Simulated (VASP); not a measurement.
Energy against volume of K (bcc). Method: RPBE GGA, VASP's PBE PAW potentials (set 64) (plane waves; VASP). Settings: 520 eV cut-off, 10×10×10 Γ-centred mesh, first-order Methfessel-Paxton smearing of 0.10 eV, potentials K_sv.

```json
[
 {"V (Å³/atom)": "77.418", "E (eV/atom)": "-0.93478"},
 {"V (Å³/atom)": "79.812", "E (eV/atom)": "-0.93601"},
 {"V (Å³/atom)": "82.207", "E (eV/atom)": "-0.93579"},
 {"V (Å³/atom)": "84.601", "E (eV/atom)": "-0.93431"}
]
```

Q: Fit these four points and predict the energy of the run at 75.024 Å³/atom.

A: A cubic in V^(−2/3), the third-order Birch-Murnaghan form, passes through the four points with V0 = 80.61 Å³/atom and B0 = 3 GPa, and gives -0.9319 eV/atom there. The run gave -0.9319 eV/atom, +0.0 meV/atom from the fit; all five points give B0 = 3 GPa.

The compound is K in the bcc structure. It was relaxed first, which changed the volume by +10 %.
